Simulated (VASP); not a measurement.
Input:

```
CELL_PARAMETERS angstrom
      0.00000     2.78166     2.78166
      2.78166     0.00000     2.78166
      2.78166     2.78166     0.00000
ATOMIC_POSITIONS crystal
  Ho 0.00000 0.00000 0.00000
  P  0.50000 0.50000 0.50000
```

These are PBEsol GGA, VASP's PBE PAW potentials (set 64) (plane waves; VASP) values and carry that method's errors. Settings: 400 eV cut-off, 10×10×10 Γ-centred mesh, first-order Methfessel-Paxton smearing of 0.10 eV, potentials Ho_3 P.

The 4f electrons are frozen in the core of the lanthanide potential, so 4f levels, which can set the real gap, and their magnetism are missing.

Question: What does the run give for the energy per atom (σ→0), band gap (on the k-mesh) with the smallest direct gap where there is one?

Answer: 
| Quantity | Value |
|---|---|
| band gap (on the k-mesh) | none (metal, semimetal or under 0.01 eV) |
| energy per atom (σ→0) | -7.008 eV/atom |

Total energies compare only between runs with the same potentials, cut-off and functional.

The structure comes from a computed database's HoP entry (Fm-3m); how it stands against other phases isn't given here. It was relaxed first. The start is the result of an earlier pass.
